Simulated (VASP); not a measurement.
Data:

```xyz
2
Lattice="3.9543 0.0000 0.0000 -1.9772 3.4245 0.0000 0.0000 0.0000 3.5321" Properties=species:S:1:pos:R:3 pbc="T T T"
In     0.0000     0.0000     0.0000
As     1.9772     1.1415     1.7660
```

Level of theory: r2SCAN meta-GGA, VASP's PBE PAW potentials (set 64) (plane waves; VASP). Settings: 400 eV cut-off, 12×12×12 Γ-centred mesh, tetrahedra with Blöchl corrections, potentials In_d As.

Unless said otherwise, spin-orbit coupling is left out, though it shifts the bands of the heavy elements here.

Problem. Tabulate the total density of states (states/eV per cell) against energy (eV; zero at the valence-band maximum or, without a gap, the Fermi level).

Solution. 
```tsv
E (eV)	DOS (states/eV)
-9.98	0.64
-9.74	0.50
-9.50	0.01
-9.26	0.00
-9.02	0.00
-8.90	0.00
-8.66	0.00
-8.42	0.00
-8.18	0.00
-7.94	0.00
-7.70	0.00
-7.46	0.00
-7.22	0.01
-6.98	0.07
-6.74	0.14
-6.62	0.45
-6.38	0.71
-6.14	0.70
-5.90	0.76
-5.66	0.79
-5.42	0.90
-5.18	1.35
-4.94	0.86
-4.70	0.54
-4.46	0.36
-4.34	0.24
-4.10	0.34
-3.86	0.85
-3.62	0.87
-3.38	0.84
-3.14	0.88
-2.90	0.86
-2.66	0.78
-2.42	0.84
-2.18	1.08
-2.06	1.19
-1.82	1.14
-1.58	1.04
-1.34	1.31
-1.10	1.15
-0.86	1.22
-0.62	1.13
-0.38	1.17
-0.14	1.06
0.10	0.88
0.22	0.81
0.46	0.72
0.70	0.55
0.94	0.46
1.18	0.45
1.42	0.55
1.66	0.69
1.90	0.81
2.14	0.82
2.38	0.83
2.50	0.86
2.74	0.92
2.98	0.81
3.22	0.80
3.46	0.82
```
Within 2 eV below the Fermi level the largest weight inside VASP's projection spheres is As p, then In p.

The structure was generated: InAs was put into the WC type (P-6m2), which need not be its known phase. It was relaxed first, which changed the volume by +13 %.
